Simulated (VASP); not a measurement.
Computed with PBEsol GGA, VASP's PBE PAW potentials (set 64) (plane waves; VASP).

The input files of a VASP run:

INCAR:
```
SYSTEM = CsAu
PREC = Accurate
ENCUT = 530
EDIFF = 1E-7
NELM = 100
ALGO = Normal
LREAL = .FALSE.
LASPH = .TRUE.
ISMEAR = 0
SIGMA = 0.05
GGA = PS
LMAXMIX = 6
LWAVE = .FALSE.
LCHARG = .FALSE.
IBRION = 6
ISIF = 3
NFREE = 2
POTIM = 0.015
NSW = 1
```

KPOINTS:
```
Regular mesh
0
gamma
6 6 6
```

POSCAR:
```
CsAu
1
    4.1710084231     0.0000000000     0.0000000000
    0.0000000000     4.1710084231     0.0000000000
    0.0000000000     0.0000000000     4.1710084231
Cs Au
1 1
Direct
  0.0000000000   0.0000000000   0.0000000000
  0.5000000000   0.5000000000   0.5000000000
```

POTCAR, in this order: Cs_sv Au (PBE.64 set). Program: vasp_std.

Output

### OUTCAR
```


 TOTAL ELASTIC MODULI (kBar)
 Direction    XX          YY          ZZ          XY          YZ          ZX
 --------------------------------------------------------------------------------
 XX         227.2248    112.4832    112.4832     -0.0000     -0.0000     -0.0000
 YY         112.4832    227.2248    112.4832     -0.0000     -0.0000      0.0000
 ZZ         112.4832    112.4832    227.2248     -0.0000     -0.0000     -0.0000
 XY          -0.0000     -0.0000     -0.0000    107.9087      0.0000      0.0000
 YZ          -0.0000     -0.0000     -0.0000      0.0000    107.9087      0.0000
 ZX          -0.0000      0.0000     -0.0000      0.0000      0.0000    107.9087
 --------------------------------------------------------------------------------
```
(Selected blocks of OUTCAR.)

The structure comes from a computed database's CsAu entry (Pm-3m); how it stands against other phases isn't given here. It was relaxed first, which changed the volume by -8 %.
